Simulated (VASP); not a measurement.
Data:

```
CELL_PARAMETERS angstrom
      0.00000     3.36246     3.36246
      3.36246     0.00000     3.36246
      3.36246     3.36246     0.00000
ATOMIC_POSITIONS crystal
  Sr 0.00000 0.00000 0.00000
  Te 0.50000 0.50000 0.50000
```

Method: PBE0 hybrid, VASP's PBE PAW potentials (set 64) (plane waves; VASP). Run with 520 eV cut-off, 6×6×6 Γ-centred mesh, Gaussian smearing of 0.050 eV, potentials Sr_sv Te.

Unless said otherwise, spin-orbit coupling is left out, though it shifts the bands of the heavy elements here.

Q: Predict the energy per atom (σ→0), band gap (over the mesh, the named points and PBE's band edges) with the smallest direct gap where there is one.

A: 
| Quantity | Value |
|---|---|
| band gap (over the mesh, the named points and PBE's band edges) | 3.16 eV |
| smallest direct gap (over the mesh, the named points and PBE's band edges) | 3.99 eV |
| energy per atom (σ→0) | -4999 meV/atom |

Total energies compare only between runs with the same potentials, cut-off and functional.

The compound is SrTe in the rock salt structure. It was relaxed first.
